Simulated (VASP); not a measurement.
# TiO2 (P4_2/mnm) in VASP: Born charges and dielectric tensor with LDA

Aim: the Born charges and dielectric tensor of TiO2 with LDA.

Program: VASP 6.6.1. These are calculated values, not measurements. Logs are shortened: lines on timing, memory, paths and dates and some standing lists are left out, and cuts for length are marked.

**The experiment to reproduce.**

“Shallow Valence Band of Rutile GeO2 and P-type Doping”, 2020, arxiv:2011.08928 quotes, for a bulk crystal of TiO2 at 1.6 K: band gap 3.03 eV (direct).

The results are compared with them further down.

## Step 1: The structure

The structure is tetragonal, space group P4_2/mnm (No. 136). Conventional cell: a = 4.552 Å, b = 4.552 Å, c = 2.922 Å, α = 90.00°, β = 90.00°, γ = 90.00°. Ti (site symmetry mmm) is surrounded by 6 O at 1.93 to 1.96 Å. O (site symmetry m2m) is surrounded by 3 Ti at 1.93 to 1.96 Å.

## Step 2: Born charges and dielectric tensor, LDA

Contents of INCAR:

```
ALGO = Fast
EDIFF = 1E-8
ENCUT = 600
GGA = CA
IBRION = 8
ISIF = 2
ISMEAR = 0
LASPH = T
LCHARG = F
LEPSILON = T
LREAL = F
LWAVE = F
NELM = 60
NSW = 1
PREC = Accurate
SIGMA = 0.02
```

Contents of KPOINTS:

```
k-points
0
Gamma
  6 6 10
```

Contents of POSCAR:

```
TiO2
1.0
    4.5521200000      0.0000000000      0.0000000000
    0.0000000000      4.5521200000      0.0000000000
    0.0000000000      0.0000000000      2.9218700000
Ti O
2 4
Direct
    0.0000000000      0.0000000000      0.0000000000
    0.5000000000      0.5000000000      0.5000000000
    0.3038500000      0.3038500000      0.0000000000
    0.1961500000      0.8038500000      0.5000000000
    0.6961500000      0.6961500000      0.0000000000
    0.8038500000      0.1961500000      0.5000000000
```

Potentials or basis: VASP PAW LDA potentials, release 64 (Ti, O).

Launch:

```console
$ cat potpaw_LDA.64/Ti/POTCAR potpaw_LDA.64/O/POTCAR > POTCAR
$ mpirun -np 1 vasp_std > vasp.out
```

OUTCAR:

```text
EDIFF = 1E-8
   ENCUT = 600
   GGA = CA
   IBRION = 8
   ISIF = 2
   ISMEAR = 0
   LASPH = T
   LEPSILON = T
   LREAL = F
   NELM = 60
   NSW = 1
   PREC = Accurate

 ion  position               nearest neighbor table
   1  0.000  0.000  0.000-   4 1.93   6 1.93   4 1.93   6 1.93   5 1.96   3 1.96
   2  0.500  0.500  0.500-   3 1.93   5 1.93   3 1.93   5 1.93   4 1.96   6 1.96
   3  0.304  0.304  0.000-   2 1.93   2 1.93   1 1.96
   4  0.196  0.804  0.500-   1 1.93   1 1.93   2 1.96
   5  0.696  0.696  0.000-   2 1.93   2 1.93   1 1.96
   6  0.804  0.196  0.500-   1 1.93   1 1.93   2 1.96

  LATTYP: Found a simple tetragonal cell.
 ALAT       =     4.5521200000
 C/A-ratio  =     0.6418701616

  Lattice vectors:

 A1 = (   4.5521200000,   0.0000000000,   0.0000000000)
 A2 = (   0.0000000000,   4.5521200000,   0.0000000000)
 A3 = (   0.0000000000,   0.0000000000,   2.9218700000)

Analysis of symmetry for initial positions (statically):
=====================================================================
 Subroutine PRICEL returns:
 Original cell was already a primitive cell.

 Routine SETGRP: Setting up the symmetry group for a
 simple tetragonal supercell.

 Subroutine GETGRP returns: Found 16 space group operations
 (whereof  8 operations were pure point group operations)
 out of a pool of 16 trial point group operations.

The static configuration has the point symmetry D_2h.
 The point group associated with its full space group is D_4h.

Analysis of symmetry for dynamics (positions and initial velocities):
=====================================================================
 Subroutine PRICEL returns:
 Original cell was already a primitive cell.

 Routine SETGRP: Setting up the symmetry group for a
 simple tetragonal supercell.

 Subroutine GETGRP returns: Found 16 space group operations
 (whereof  8 operations were pure point group operations)
 out of a pool of 16 trial point group operations.

The dynamic configuration has the point symmetry D_2h.
 The point group associated with its full space group is D_4h.

 Subroutine INISYM returns: Found 16 space group operations
 (whereof  8 operations are pure point group operations),
 and found     1 'primitive' translations

----------------------------------------------------------------------------------------

                                     Primitive cell

  volume of cell :      60.5464

  direct lattice vectors                    reciprocal lattice vectors
[... 806 lines left out ...]
  x     0.00000     0.00000     0.00000     0.00000     0.00000     0.00000
  y     0.00000     0.00000     0.00000     0.00000     0.00000     0.00000
  z     0.00000     0.00000     0.00000     0.00000     0.00000     0.00000

 PIEZOELECTRIC TENSOR (including local field effects)  for field in x, y, z        (C/m^2)
          XX          YY          ZZ          XY          YZ          ZX
  --------------------------------------------------------------------------------
  x     0.00000     0.00000     0.00000     0.00000     0.00000     0.00000
  y     0.00000     0.00000     0.00000     0.00000     0.00000     0.00000
  z     0.00000     0.00000     0.00000     0.00000     0.00000     0.00000

 BORN EFFECTIVE CHARGES (including local field effects) (in |e|, cummulative output)
 ---------------------------------------------------------------------------------
 ion    1
    1     6.57340     1.08724     0.00000
    2     1.08724     6.57340     0.00000
    3     0.00000     0.00000     7.99749
 ion    2
    1     6.57340    -1.08724     0.00000
    2    -1.08724     6.57340     0.00000
    3     0.00000     0.00000     7.99749
 ion    3
    1    -3.28670    -1.93469     0.00000
    2    -1.93469    -3.28670     0.00000
    3     0.00000     0.00000    -3.99874
 ion    4
    1    -3.28670     1.93469     0.00000
    2     1.93469    -3.28670     0.00000
    3     0.00000     0.00000    -3.99874
 ion    5
    1    -3.28670    -1.93469     0.00000
    2    -1.93469    -3.28670     0.00000
    3     0.00000     0.00000    -3.99874
 ion    6
    1    -3.28670     1.93469     0.00000
    2     1.93469    -3.28670     0.00000
    3     0.00000     0.00000    -3.99874

 INTERNAL STRAIN TENSOR FOR ION    6 for displacements in x,y,z  (eV/Angst):
          X           Y           Z          XY          YZ          ZX
  --------------------------------------------------------------------------------
  x     3.96949     1.50897     6.27953     2.10788     0.00000     0.00000
  y    -1.50897    -3.96949    -6.27953    -2.08164     0.00000     0.00000
  z     0.00000     0.00000     0.00000     0.00000    -7.83896     6.74397

 SECOND DERIVATIVES (NOT SYMMETRIZED)
 ------------------------------------
               1X          1Y          1Z          2X          2Y          2Z          3X          3Y          3Z          4X          4Y          4Z          5X          5Y          5Z          6X          6Y          6Z
  1X   -19.146832    4.702659    0.000000   15.222437    0.006267    0.000000   -0.419151    0.045754    0.000000    2.381349   -2.400217    0.000000   -0.419151    0.045754    0.000000    2.381349   -2.400217    0.000000
  1Y     4.702659  -19.146832    0.000000    0.006267   15.222437    0.000000    0.045754   -0.419151    0.000000   -2.400217    2.381349    0.000000    0.045754   -0.419151    0.000000   -2.400217    2.381349    0.000000
  1Z     0.000000    0.000000   -4.058576    0.000000    0.000000    0.446197    0.000000    0.000000   -0.367151    0.000000    0.000000    2.173341    0.000000    0.000000   -0.367151    0.000000    0.000000    2.173341
  2X    15.222437   -0.006267    0.000000  -19.146832   -4.702659    0.000000    2.381349    2.400217    0.000000   -0.419151   -0.045754    0.000000    2.381349    2.400217    0.000000   -0.419151   -0.045754    0.000000
  2Y    -0.006267   15.222437    0.000000   -4.702659  -19.146832    0.000000    2.400217    2.381349    0.000000   -0.045754   -0.419151    0.000000    2.400217    2.381349    0.000000   -0.045754   -0.419151    0.000000
  2Z     0.000000    0.000000    0.446197    0.000000    0.000000   -4.058576    0.000000    0.000000    2.173341    0.000000    0.000000   -0.367151    0.000000    0.000000    2.173341    0.000000    0.000000   -0.367151
  3X    -0.403697    0.046186    0.000000    2.374648    2.391856    0.000000  -13.114791   -8.156180    0.000000   -0.886504    1.133010    0.000000    6.118440    5.717558    0.000000    5.911904   -1.132430    0.000000
  3Y     0.046186   -0.403697    0.000000    2.391856    2.374648    0.000000   -8.156180  -13.114791    0.000000   -1.132430    5.911904    0.000000    5.717558    6.118440    0.000000    1.133010   -0.886504    0.000000
  3Z     0.000000    0.000000   -0.367063    0.000000    0.000000    2.168656    0.000000    0.000000   -9.873508    0.000000    0.000000    2.101063    0.000000    0.000000    3.869788    0.000000    0.000000    2.101063
  4X     2.374648   -2.391856    0.000000   -0.403697   -0.046186    0.000000   -0.886504   -1.133010    0.000000  -13.114791    8.156180    0.000000    5.911904    1.132430    0.000000    6.118440   -5.717558    0.000000
  4Y    -2.391856    2.374648    0.000000   -0.046186   -0.403697    0.000000    1.132430    5.911904    0.000000    8.156180  -13.114791    0.000000   -1.133010   -0.886504    0.000000   -5.717558    6.118440    0.000000
  4Z     0.000000    0.000000    2.168656    0.000000    0.000000   -0.367063    0.000000    0.000000    2.101063    0.000000    0.000000   -9.873508    0.000000    0.000000    2.101063    0.000000    0.000000    3.869788
  5X    -0.403697    0.046186    0.000000    2.374648    2.391856    0.000000    6.118440    5.717558    0.000000    5.911904   -1.132430    0.000000  -13.114791   -8.156180    0.000000   -0.886504    1.133010    0.000000
  5Y     0.046186   -0.403697    0.000000    2.391856    2.374648    0.000000    5.717558    6.118440    0.000000    1.133010   -0.886504    0.000000   -8.156180  -13.114791    0.000000   -1.132430    5.911904    0.000000
  5Z     0.000000    0.000000   -0.367063    0.000000    0.000000    2.168656    0.000000    0.000000    3.869788    0.000000    0.000000    2.101063    0.000000    0.000000   -9.873508    0.000000    0.000000    2.101063
  6X     2.374648   -2.391856    0.000000   -0.403697   -0.046186    0.000000    5.911904    1.132430    0.000000    6.118440   -5.717558    0.000000   -0.886504   -1.133010    0.000000  -13.114791    8.156180    0.000000
  6Y    -2.391856    2.374648    0.000000   -0.046186   -0.403697    0.000000   -1.133010   -0.886504    0.000000   -5.717558    6.118440    0.000000    1.132430    5.911904    0.000000    8.156180  -13.114791    0.000000
  6Z     0.000000    0.000000    2.168656    0.000000    0.000000   -0.367063    0.000000    0.000000    2.101063    0.000000    0.000000    3.869788    0.000000    0.000000    2.101063    0.000000    0.000000   -9.873508

 Eigenvectors and eigenvalues of the dynamical matrix
 ----------------------------------------------------

   1 f  =   25.380299 THz   159.469124 2PiTHz  846.595661 cm-1   104.964437 meV
             X         Y         Z           dx          dy          dz
      0.000000  0.000000  0.000000     0.000000   -0.000000    0.000000
      2.276060  2.276060  1.460935    -0.000000   -0.000000   -0.000000
      1.383162  1.383162  0.000000     0.353553    0.353553    0.000000
      0.892898  3.659222  1.460935     0.353553   -0.353553   -0.000000
      3.168958  3.168958  0.000000    -0.353553   -0.353553    0.000000
      3.659222  0.892898  1.460935    -0.353553    0.353553   -0.000000
[... 145 lines left out ...]
  18 f/i=    0.011448 THz     0.071928 2PiTHz    0.381852 cm-1     0.047344 meV
             X         Y         Z           dx          dy          dz
      0.000000  0.000000  0.000000    -0.216842    0.503426    0.000000
      2.276060  2.276060  1.460935    -0.217305    0.503625    0.000000
      1.383162  1.383162  0.000000    -0.124697    0.289789    0.000000
      0.892898  3.659222  1.460935    -0.125270    0.290036    0.000000
      3.168958  3.168958  0.000000    -0.124697    0.289789    0.000000
      3.659222  0.892898  1.460935    -0.125270    0.290036    0.000000

--------------------------------------------------------------------------------------------------------

 MACROSCOPIC STATIC DIELECTRIC TENSOR IONIC CONTRIBUTION
 ------------------------------------------------------
          88.745941     0.000000    -0.000000
           0.000000    88.745941     0.000000
          -0.000000     0.000000   105.922846
 ------------------------------------------------------

 ELASTIC MODULI CONTR FROM IONIC RELAXATION (kBar)
 Direction    XX          YY          ZZ          XY          YZ          ZX
 --------------------------------------------------------------------------------
 XX        -453.7271    321.5948   -151.4529      0.0000     -0.0000     -0.0000
 YY         321.5948   -453.7271   -151.4529     -0.0000      0.0000      0.0000
 ZZ        -151.4529   -151.4529   -347.1970      0.0000     -0.0000     -0.0000
 XY           0.0000     -0.0000      0.0000    -22.0313      0.0000      0.0000
 YZ          -0.0000      0.0000     -0.0000      0.0000   -473.2687     -0.0000
 ZX          -0.0000      0.0000     -0.0000      0.0000     -0.0000   -350.2861
 --------------------------------------------------------------------------------

 PIEZOELECTRIC TENSOR IONIC CONTR  for field in x, y, z        (C/m^2)
          XX          YY          ZZ          XY          YZ          ZX
  --------------------------------------------------------------------------------
  x    -0.00000     0.00000     0.00000    -0.00000    -0.00000    -0.00000
  y     0.00000     0.00000     0.00000     0.00000     0.00000     0.00000
  z     0.00000    -0.00000    -0.00000    -0.00000     0.00000    -0.00000
```

It took 16 min on 1 thread of Intel Xeon Platinum 8488C (Sapphire Rapids), shared host; peak memory 0.55 GiB.

Results:

- Band gap on the k mesh: 1.70 eV, direct
- Electronic dielectric tensor (diagonal): 7.99, 7.99, 9.51
- Born charges (mean of the diagonal): Ti +7.05; O -3.52 e
- Highest phonon frequency at Γ, LO-TO splitting left out: 847 cm⁻¹

Phonon frequencies in cm⁻¹ (negative: imaginary):
```csv
q point,frequencies
"(0.000, 0.000, 0.000)",0 0 0 119 133 182 182 226 401 401 410 426 483 483 511 511 639 847
```

Electronic dielectric tensor:
```
7.99 0.00 0.00
0.00 7.99 0.00
0.00 0.00 9.51
```

Born effective charge tensors (e):
atom 1, Ti
```
6.57 1.09 0.00
1.09 6.57 0.00
0.00 0.00 8.00
```
atom 2, Ti
```
 6.57 -1.09  0.00
-1.09  6.57  0.00
 0.00  0.00  8.00
```
atom 3, O
```
-3.29 -1.93  0.00
-1.93 -3.29  0.00
 0.00  0.00 -4.00
```
atom 4, O
```
-3.29  1.93  0.00
 1.93 -3.29  0.00
 0.00  0.00 -4.00
```
atom 5, O
```
-3.29 -1.93  0.00
-1.93 -3.29  0.00
 0.00  0.00 -4.00
```
atom 6, O
```
-3.29  1.93  0.00
 1.93 -3.29  0.00
 0.00  0.00 -4.00
```

## Step 3: How close it comes

Step 2. Measured gap of TiO2: 3.03 eV (direct; 1.6 K; quoted in “Shallow Valence Band of Rutile GeO2 and P-type Doping”, 2020, arxiv:2011.08928). This calculation gives 1.70 eV (-1.33 eV). 2 values of this kind are on record in papers (3.03 to 3.05 eV); this one was drawn at random among those near their median. The value is that of LDA on a finite k mesh, which can miss the band edges, without temperature or zero-point motion. Semilocal functionals fall short of measured gaps as a rule.
